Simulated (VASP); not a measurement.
BN (hex) is relaxed at rising pressure, each step from the one before. Symmetry mostly holds the structure type, and other phases were not tried. The mesh follows the cell, and a change of mesh leaves a small step in the series.

Data:

```yaml
crystal:
  lattice:
    - [1.25153, -2.16772, 0.00000]
    - [1.25153, 2.16772, 0.00000]
    - [0.00000, 0.00000, 6.76456]
  atoms:
    - { symbol: B, position: [0.33333, 0.66667, 0.25000] }
    - { symbol: B, position: [0.66667, 0.33333, 0.75000] }
    - { symbol: N, position: [0.66667, 0.33333, 0.25000] }
    - { symbol: N, position: [0.33333, 0.66667, 0.75000] }
```

Computed with r2SCAN meta-GGA, VASP's PBE PAW potentials (set 64) (plane waves; VASP). Run with 620 eV cut-off, 10×10×4 Γ-centred mesh, Gaussian smearing of 0.050 eV, potentials B N.

| P (GPa) | V (Å³/atom) | H − H(0) (eV/atom) | space group | k-mesh |
|---|---|---|---|---|
| 0 | 9.18 | 0.000 | P6_3/mmc | 10×10×4 |
| 5 | ? | ? | P6_3/mmc | 10×10×4 |
| 10 | ? | ? | P6_3/mmc | 10×10×4 |
| 20 | 7.15 | 0.984 | P6_3/mmc | 10×10×4 |
| 30 | 6.74 | 1.417 | P6_3/mmc | 10×10×5 |
| 45 | 6.32 | 2.027 | P6_3/mmc | 10×10×5 |

Question: What belongs in the gaps?

Answer: 
- 5, V (Å³/atom): 8.22
- 5, H − H(0) (eV/atom): 0.271
- 10, V (Å³/atom): 7.73
- 10, H − H(0) (eV/atom): 0.520

Pressures at which the relaxation failed are left out.

The compound is BN in the hex structure.
